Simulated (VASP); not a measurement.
Data:

```
As
1.0
    3.62102    -1.92779    -0.04720
    3.62102     1.92779    -0.04720
    2.63626     0.00000     3.14332
As
2
Direct
  0.23006   0.23006   0.23006
  0.76994   0.76994   0.76994
```

Computed with AM05 GGA, VASP's PBE PAW potentials (set 64) (plane waves; VASP 6.6.1). Settings: 520 eV cut-off, 12×12×12 Γ-centred mesh, first-order Methfessel-Paxton smearing of 0.10 eV, potentials As.

Task: The ions and cell shape at fixed volume are relaxed. What does this cell relax into?

Result: 
```
As
1.0
    3.71148    -1.90054    -0.00281
    3.71148     1.90054    -0.00281
    2.74065     0.00000     3.14261
As
2
Direct
  0.22708   0.22708   0.22708
  0.77292   0.77292   0.77292
```
Space group R-3m (166), at a tolerance of 0.03 Å.

Task: How much energy does the relaxation gain?

Result: The energy (σ→0) changes by -7.5 meV/atom, in 5 ionic steps.

```
step  E(σ→0) (eV)  max force (eV/Å)  pressure (GPa)  volume (Å³)
----  -----------  ----------------  --------------  -----------
1         -9.6474             0.337           -4.08        44.36
2         -9.6566             0.129           -3.32        44.36
3         -9.6590             0.048           -2.68        44.36
4         -9.6613             0.026           -2.44        44.36
5         -9.6625             0.007           -2.07        44.36
```

The compound is As in the a7 structure. This cell is one point of a volume scan, at 1.06 of the reference volume. Symmetry was kept, so distortions that lower it aren't found.
